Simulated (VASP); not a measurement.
Level of theory: PBEsol GGA, VASP's PBE PAW potentials (set 64) (plane waves; VASP).

The input files of a VASP run:

**INCAR**
```
# general
SYSTEM  = WS2
PREC    = Accurate
ENCUT   = 400   # plane-wave cut-off (eV)
LREAL   = .False.
LASPH   = .True.

# electronic loop
EDIFF   = 1E-6   # SCF stop (eV)
NELM    = 100   # most electronic steps
ALGO    = Normal
LMAXMIX = 6   # l cut-off of mixed one-centre charges

# smearing
ISMEAR  = 0
SIGMA   = 0.05   # width (eV)

# functional
GGA     = PS

# ions
IBRION  = 2
NSW     = 60
ISIF    = 3
EDIFFG  = -0.02

# output
LWAVE   = .False.
LCHARG  = .False.
```

### KPOINTS
```
Automatic mesh
0
Gamma
7 7 2
0 0 0
```

File POSCAR:
```
WS2
1.0
  1.5759536575  -2.7296317832   0.0000000000
  1.5759536575   2.7296317832   0.0000000000
  0.0000000000   0.0000000000  12.5431975769
W S
2 4
Direct
  0.3333330000   0.6666670000   0.2500000000
  0.6666670000   0.3333330000   0.7500000000
  0.3333330000   0.6666670000   0.8748089288
  0.6666670000   0.3333330000   0.3748089288
  0.6666670000   0.3333330000   0.1251910712
  0.3333330000   0.6666670000   0.6251910712
```

POTCAR, in this order: W_sv S (PBE.64 set). Program: vasp_std.

Output

File OUTCAR:
```
 ion  position               nearest neighbor table
   1  0.333  0.667  0.250-   4 2.40   5 2.40   4 2.40   5 2.40   4 2.40   5 2.40
   2  0.667  0.333  0.750-   3 2.40   6 2.40   3 2.40   6 2.40   3 2.40   6 2.40
   3  0.333  0.667  0.875-   2 2.40   2 2.40   2 2.40
   4  0.667  0.333  0.375-   1 2.40   1 2.40   1 2.40
   5  0.667  0.333  0.125-   1 2.40   1 2.40   1 2.40
   6  0.333  0.667  0.625-   2 2.40   2 2.40   2 2.40
  LATTYP: Found a hexagonal cell.
 ALAT       =     3.1519072960
 C/A-ratio  =     3.9795578991
 Subroutine PRICEL returns:
 Original cell was already a primitive cell.
 Subroutine GETGRP returns: Found 24 space group operations
The static configuration has the point symmetry D_3d.
 The point group associated with its full space group is D_6h.
The dynamic configuration has the point symmetry D_3d.
 Subroutine INISYM returns: Found 24 space group operations
 Subroutine IBZKPT returns following result:
 Found     16 irreducible k-points:

 Following reciprocal coordinates:
            Coordinates               Weight
  0.000000  0.000000  0.000000      1.000000
  0.142857 -0.000000  0.000000      6.000000
  0.285714  0.000000  0.000000      6.000000
...
```

### OSZICAR
```
       N       E                     dE             d eps       ncg     rms          rms(c)
DAV:   1     0.458637801018E+03    0.45864E+03   -0.25541E+04  1104   0.139E+03
DAV:   2    -0.234571010653E+02   -0.48209E+03   -0.47219E+03  1193   0.406E+02
DAV:   3    -0.524393459198E+02   -0.28982E+02   -0.28697E+02  1281   0.925E+01
DAV:   4    -0.531112157756E+02   -0.67187E+00   -0.67064E+00  1211   0.148E+01
DAV:   5    -0.531305388038E+02   -0.19323E-01   -0.19316E-01  1292   0.246E+00    0.397E+01
DAV:   6    -0.509156009830E+02    0.22149E+01   -0.12198E+01  1174   0.206E+01    0.172E+01
DAV:   7    -0.506706523365E+02    0.24495E+00   -0.34417E+00  1170   0.845E+00    0.615E+00
DAV:   8    -0.505553774345E+02    0.11527E+00   -0.57418E-01  1285   0.441E+00    0.197E+00
DAV:   9    -0.505559323036E+02   -0.55487E-03   -0.54242E-02  1357   0.118E+00    0.966E-01
DAV:  10    -0.505538103913E+02    0.21219E-02   -0.26516E-02  1241   0.103E+00    0.334E-01
DAV:  11    -0.505535317095E+02    0.27868E-03   -0.38360E-03  1208   0.375E-01    0.134E-01
DAV:  12    -0.505535053476E+02    0.26362E-04   -0.16630E-04  1250   0.861E-02    0.499E-02
DAV:  13    -0.505535165464E+02   -0.11199E-04   -0.84887E-05  1273   0.508E-02    0.170E-02
DAV:  14    -0.505535167878E+02   -0.24149E-06   -0.62436E-06  1164   0.171E-02
   1 F= -.50553517E+02 E0= -.50553517E+02  d E =-.505535E+02
       N       E                     dE             d eps       ncg     rms          rms(c)
DAV:   1    -0.505599207997E+02   -0.64043E-02   -0.20553E-01  1027   0.350E+00    0.834E-01
DAV:   2    -0.505554098593E+02    0.45109E-02   -0.13477E-02  1167   0.788E-01    0.240E-01
DAV:   3    -0.505542068107E+02    0.12030E-02   -0.28426E-03  1197   0.321E-01    0.123E-01
DAV:   4    -0.505541065206E+02    0.10029E-03   -0.27625E-04  1291   0.999E-02    0.667E-02
DAV:   5    -0.505540749240E+02    0.31597E-04   -0.12128E-04  1253   0.568E-02    0.414E-02
DAV:   6    -0.505540750929E+02   -0.16889E-06   -0.22889E-05  1302   0.275E-02    0.119E-02
DAV:   7    -0.505540757960E+02   -0.70316E-06   -0.19109E-06   802   0.825E-03
   2 F= -.50554076E+02 E0= -.50554076E+02  d E =-.559008E-03
       N       E                     dE             d eps       ncg     rms          rms(c)
DAV:   1    -0.505544227970E+02   -0.34770E-03   -0.10356E-02  1076   0.785E-01    0.184E-01
DAV:   2    -0.505542009512E+02    0.22185E-03   -0.67089E-04  1146   0.177E-01    0.530E-02
DAV:   3    -0.505541404835E+02    0.60468E-04   -0.14230E-04  1211   0.717E-02    0.274E-02
DAV:   4    -0.505541339797E+02    0.65038E-05   -0.13651E-05  1153   0.223E-02    0.149E-02
DAV:   5    -0.505541306479E+02    0.33318E-05   -0.61418E-06  1092   0.129E-02    0.927E-03
DAV:   6    -0.505541299683E+02    0.67955E-06   -0.11075E-06   678   0.729E-03
   3 F= -.50554130E+02 E0= -.50554130E+02  d E =-.613180E-03
       N       E                     dE             d eps       ncg     rms          rms(c)
DAV:   1    -0.505560154887E+02   -0.18848E-02   -0.48658E-02  1066   0.183E+00    0.425E-01
DAV:   2    -0.505544367691E+02    0.15787E-02   -0.10656E-02  1180   0.677E-01    0.212E-01
DAV:   3    -0.505541548997E+02    0.28187E-03   -0.99199E-04  1226   0.157E-01    0.582E-02
DAV:   4    -0.505540762811E+02    0.78619E-04   -0.22269E-04  1119   0.808E-02    0.276E-02
DAV:   5    -0.505540645054E+02    0.11776E-04   -0.25062E-05  1307   0.330E-02    0.211E-02
DAV:   6    -0.505540600376E+02    0.44678E-05   -0.65230E-06   990   0.152E-02    0.419E-03
DAV:   7    -0.505540596229E+02    0.41469E-06   -0.11746E-06   685   0.658E-03
   4 F= -.50554060E+02 E0= -.50554060E+02  d E =0.703454E-04
       N       E                     dE             d eps       ncg     rms          rms(c)
DAV:   1    -0.505548765795E+02   -0.81654E-03   -0.17276E-02  1066   0.109E+00    0.253E-01
DAV:   2    -0.505543139914E+02    0.56259E-03   -0.37370E-03  1166   0.401E-01    0.127E-01
DAV:   3    -0.505542149448E+02    0.99047E-04   -0.34534E-04  1190   0.929E-02    0.347E-02
DAV:   4    -0.505541882123E+02    0.26733E-04   -0.79623E-05  1161   0.481E-02    0.165E-02
DAV:   5    -0.505541861341E+02    0.20782E-05   -0.87726E-06  1230   0.198E-02    0.127E-02
DAV:   6    -0.505541870966E+02   -0.96250E-06   -0.20887E-06   709   0.902E-03
   5 F= -.50554187E+02 E0= -.50554187E+02  d E =-.571283E-04
```

File OUTCAR:
```
------------------------ aborting loop because EDIFF is reached ----------------------------------------
  FORCE on cell =-STRESS in cart. coord.  units (eV):
  Direction    XX          YY          ZZ          XY          YZ          ZX
  --------------------------------------------------------------------------------------
  Total       -0.0014153     -0.0014153      0.0072675      0.0000000      0.0000000      0.0000000
  in kB       -0.0210476     -0.0210476      0.1080757      0.0000000      0.0000000      0.0000000
  external PRESSURE =       0.0219935 kB  Pullay stress =       0.0000000 kB
  volume of cell :      107.74
      direct lattice vectors                 reciprocal lattice vectors
     1.573209203 -2.724878249 -0.000000000     0.317821685 -0.183494437 -0.000000000
     1.573209203  2.724878249 -0.000000000     0.317821685  0.183494437  0.000000000
     0.000000000 -0.000000000 12.566142262     0.000000000  0.000000000  0.079578918
 POSITION                                       TOTAL-FORCE (eV/Angst)
 -----------------------------------------------------------------------------------
      1.57321      0.90829      3.14154         0.000000      0.000000      0.000000
      1.57321     -0.90829      9.42461         0.000000     -0.000000      0.000000
      1.57321      0.90829     10.99349        -0.000000      0.000000     -0.017589
      1.57321     -0.90829      4.71042        -0.000000     -0.000000     -0.017589
      1.57321     -0.90829      1.57266         0.000000     -0.000000      0.017589
      1.57321      0.90829      7.85573        -0.000000      0.000000      0.017589
 -----------------------------------------------------------------------------------
    total drift:                                0.000154      0.001148     -0.000035
  FREE ENERGIE OF THE ION-ELECTRON SYSTEM (eV)
  ---------------------------------------------------
  free  energy   TOTEN  =       -50.5541870966 eV

  energy  without entropy=      -50.5541870966  energy(sigma->0) =      -50.55418710

 reached required accuracy - stopping structural energy minimisation
```
(Selected blocks of OUTCAR.)

File CONTCAR:
```
WS2
   1.00000000000000
     1.5732092032392848   -2.7248782490961729   -0.0000000000000000
     1.5732092032392848    2.7248782490961729   -0.0000000000000000
     0.0000000000000000   -0.0000000000000000   12.5661422620436269
  W               S
     2     4
Direct
     0.3333330000000032    0.6666669999999968    0.2500000000000000
     0.6666669999999968    0.3333330000000032    0.7500000000000000
     0.3333330000000032    0.6666669999999968    0.8748498095233538
     0.6666669999999968    0.3333330000000032    0.3748498095233537
     0.6666669999999968    0.3333330000000032    0.1251501904766463
     0.3333330000000032    0.6666669999999968    0.6251501904766462
```

Without a dispersion term in the relaxation, distances and binding between the weakly bound layers, chains or molecules are unreliable, and so is what depends on them.

The compound is WS2 in the 2H layered structure. This run relaxes it. Symmetry was kept, so distortions that lower it aren't found. The start is the result of an earlier pass.
